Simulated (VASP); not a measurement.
Output of a VASP run:

### OSZICAR
```
       N       E                     dE             d eps       ncg     rms          rms(c)
DAV:   1     0.137201864865E+03    0.13720E+03   -0.10368E+04  1128   0.160E+03
DAV:   2    -0.323557977517E+01   -0.14044E+03   -0.12631E+03  1284   0.373E+02
DAV:   3    -0.831350035484E+01   -0.50779E+01   -0.50479E+01  1436   0.700E+01
DAV:   4    -0.845565266525E+01   -0.14215E+00   -0.14207E+00  1520   0.115E+01
DAV:   5    -0.846036527826E+01   -0.47126E-02   -0.47124E-02  1540   0.160E+00    0.961E+00
DAV:   6    -0.730898519969E+01    0.11514E+01   -0.38141E+00  1252   0.270E+01    0.944E+00
DAV:   7    -0.729732312166E+01    0.11662E-01   -0.13184E-01  1364   0.390E+00    0.571E+00
DAV:   8    -0.729323039527E+01    0.40927E-02   -0.35928E-02  1356   0.243E+00    0.243E-01
DAV:   9    -0.729335529327E+01   -0.12490E-03   -0.69887E-03  1452   0.825E-01    0.109E-01
DAV:  10    -0.729357513950E+01   -0.21985E-03   -0.12259E-03  1208   0.447E-01    0.436E-02
DAV:  11    -0.729353787516E+01    0.37264E-04   -0.98244E-05  1396   0.129E-01    0.136E-02
DAV:  12    -0.729353594499E+01    0.19302E-05   -0.90505E-06  1592   0.353E-02    0.645E-03
DAV:  13    -0.729353541461E+01    0.53038E-06   -0.57096E-06  1336   0.271E-02
   1 F= -.52649570E+00 E0= -.52649570E+00  d E =-.526496E+00
```

**OUTCAR**
```
------------------------ aborting loop because EDIFF is reached ----------------------------------------
  FORCE on cell =-STRESS in cart. coord.  units (eV):
  Direction    XX          YY          ZZ          XY          YZ          ZX
  --------------------------------------------------------------------------------------
  Total        6.7603758      6.7603758      6.7603758      0.0000000      0.0000000      0.0000000
  in kB      449.5568573    449.5568573    449.5568573      0.0000000      0.0000000      0.0000000
  external PRESSURE =      -0.4431427 kB  Pullay stress =     450.0000000 kB
  volume of cell :       24.09
      direct lattice vectors                 reciprocal lattice vectors
     0.000000000  2.292392256  2.292392256    -0.218112759  0.218112759  0.218112759
     2.292392256  0.000000000  2.292392256     0.218112759 -0.218112759  0.218112759
     2.292392256  2.292392256  0.000000000     0.218112759  0.218112759 -0.218112759
  FREE ENERGIE OF THE ION-ELECTRON SYSTEM (eV)
  ---------------------------------------------------
  free  energy   TOTEN  =        -7.2935354146 eV

  energy  without entropy=       -7.2935354146  energy(sigma->0) =       -7.29353541
  enthalpy is  TOTEN    =        -0.5264957004 eV   P V=        6.7670397142

 reached required accuracy - stopping structural energy minimisation
```
(Selected blocks of OUTCAR.)

**POSCAR**
```
KF
1
    0.0000000000     2.2923922563     2.2923922563
    2.2923922563     0.0000000000     2.2923922563
    2.2923922563     2.2923922563    -0.0000000000
K F
1 1
Direct
  1.0000000000   1.0000000000   0.0000000000
  0.5000000000   0.5000000000   0.5000000000
```

Task: Write an INCAR and KPOINTS that could have produced this output.

Result: One answer among several that fit: the input of the run itself, PBEsol GGA, plane waves, VASP's PBE PAW potentials (set 64).

### INCAR
```
ALGO = Normal
EDIFF = 1E-6
EDIFFG = -0.02
ENCUT = 620
GGA = PS
IBRION = 2
ISIF = 3
ISMEAR = 0
LASPH = .TRUE.
LCHARG = .FALSE.
LREAL = .FALSE.
LWAVE = .FALSE.
NELM = 100
NSW = 40
PREC = Accurate
PSTRESS = 450
SIGMA = 0.05
SYSTEM = KF
```

KPOINTS:
```
Automatic mesh
0
Gamma
10 10 10
0 0 0
```

POTCAR, in this order: K_sv F (PBE.64 set). Program: vasp_std.

The compound is KF in the rock salt structure. It was relaxed first under an external pressure of 45 GPa.
